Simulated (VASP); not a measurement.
Wanted: the native input for a VASP 6.6.1 run.

```
Task                   : single point
Functional             : PBE
Dispersion             : D3(BJ)
Potentials or basis    : VASP PAW PBE potentials, release 64 (F, H, S, C)
Cutoff                 : 520 eV
k mesh                 : 1 × 1 × 1
Occupations            : fermi-dirac, width 0.02 eV
Spin                   : no spin polarisation
Dipole correction      : no
Further INCAR settings : LREAL = Auto; ALGO = Normal; EDIFF = 1e-06; NBANDS = 93
```

The structure of HCS2F lies in POSCAR:

```
HCS2F
1.0
    9.2986240000      0.0000000000      0.0000000000
    0.0000000000      9.2986240000      0.0000000000
    0.0000000000      0.0000000000      9.2986240000
F H S C
6 6 12 6
Direct
    0.2947963053      0.2381104989      0.2815470332
    0.6302115238      0.9145008982      0.5370149390
    0.4856417466      0.7577250139      0.7142239540
    0.2214521202      1.0459827174      1.0719758106
    0.2884620348      0.6717015335      0.5039562843
    0.8080012699      0.1148126863      0.5897969420
    0.2732662381      0.1871674777      0.1980292998
    0.7031685548      0.9835648801      0.5354663228
    0.5661375274      0.7981073329      0.6586135755
    0.2823536041      0.9701973109      1.0447997467
    0.2407130345      0.7505411553      0.4529594916
    0.7632957306      0.2079124825      0.6053906470
   -0.0778932453      0.1756496445      1.0000942075
    0.1214910937      0.3271559319      0.7755233462
    0.6932746178      0.5032249933      0.6211779291
    0.8967670916      0.5792147311      0.3677640907
    0.5777306406      0.0699458328      0.8800979586
    0.4232669264      0.1942868106      0.6020675747
    0.5386388352      0.7749963866      0.1794781680
    0.2900321596      0.6082727939      0.0284988403
    0.1587009003      0.9947063135      0.4986651788
   -0.0135503920      0.8224012499      0.7296778534
    0.6597212663      0.4394090997      0.0641707848
    0.6559572685      0.1896517162      0.2830633866
    0.0231109463      0.2518974850      0.8888842048
    0.7986127840      0.5569641272      0.5017731656
    0.4980306764      0.1295998204      0.7380339285
    0.4174703698      0.6951243539      0.0963798515
    0.0775060912      0.9063706630      0.6165428347
    0.6511931228      0.3261235211      0.1829518002
```

The cell was built by a generator and needn't be a form met in nature.

One way to write it, as run:

INCAR

```
ALGO     = Normal         # electronic algorithm
EDIFF    = 1E-6           # SCF threshold, eV
ENCUT    = 520            # plane-wave cutoff, eV
GGA      = PE             # functional
ISIF     = 2              # what is computed and relaxed
ISMEAR   = -1             # smearing method
IVDW     = 12             # dispersion correction
LASPH    = True           # aspherical terms in the spheres
LCHARG   = True           # write CHGCAR
LELF     = True           # ELF
LREAL    = Auto         
LVHAR    = True         
LWAVE    = False          # write WAVECAR
NBANDS   = 93             # bands
NELM     = 100            # most SCF steps
PREC     = Accurate       # precision mode
SIGMA    = 0.02           # smearing width, eV
```

KPOINTS

```
k-points
0
Gamma
  1 1 1
```

Potentials or basis: VASP PAW PBE potentials, release 64 (F, H, S, C).

The run is started by

```console
$ cat potpaw_PBE.64/F/POTCAR potpaw_PBE.64/H/POTCAR potpaw_PBE.64/S/POTCAR potpaw_PBE.64/C/POTCAR > POTCAR
$ mpirun -np 1 vasp_gam > vasp.out
```

It gave:

```json
{
 "Pressure": "-0.6 GPa",
 "Largest force": "2.235 eV/Å",
 "Band gap on the k mesh": "2.95 eV, direct",
 "Dispersion energy per atom": "-0.076 eV"
}
```

It took 2.4 min on 1 thread of Intel(R) Xeon(R) Platinum 8259CL CPU @ 2.50GHz (Skylake/Cascade Lake), on a shared host, peak memory 0.72 GiB.
